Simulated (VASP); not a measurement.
Input:

```cif
data_Al4N4
_chemical_formula_sum 'Al4 N4'
_space_group_name_H-M_alt 'F-43m'
_space_group_IT_number 216
_space_group_name_Hall 'F -4 2 3'
_cell_length_a 4.44087
_cell_length_b 4.44087
_cell_length_c 4.44087
_cell_angle_alpha 90.000
_cell_angle_beta 90.000
_cell_angle_gamma 90.000
loop_
_atom_site_label
_atom_site_type_symbol
_atom_site_symmetry_multiplicity
_atom_site_Wyckoff_symbol
_atom_site_fract_x
_atom_site_fract_y
_atom_site_fract_z
_atom_site_occupancy
Al1 Al 4 a 0.00000 0.00000 0.00000 1
N1 N 4 d 0.75000 0.75000 0.75000 1
```
(The calculation used a cell of 2 atoms; values per cell refer to that cell.)

These are vdW-DF2, VASP's PBE PAW potentials (set 64) (plane waves; VASP) values and carry that method's errors. Numerical set-up: 520 eV cut-off, 10×10×10 Γ-centred mesh, Gaussian smearing of 0.050 eV, potentials Al N.

Q: Give the energy at these volumes per atom, relative to the lowest: 10.29, 10.62, 10.94, 11.27, 11.60 Å³.

A: 24.9, 6.0, 0.0, 5.2, 20.0 meV/atom. A third-order Birch-Murnaghan fit gives B0 = 181 GPa and B0′ = 4.0.

The compound is AlN in the zinc blende structure, a metastable form; wurtzite is the usual one. It was relaxed first.
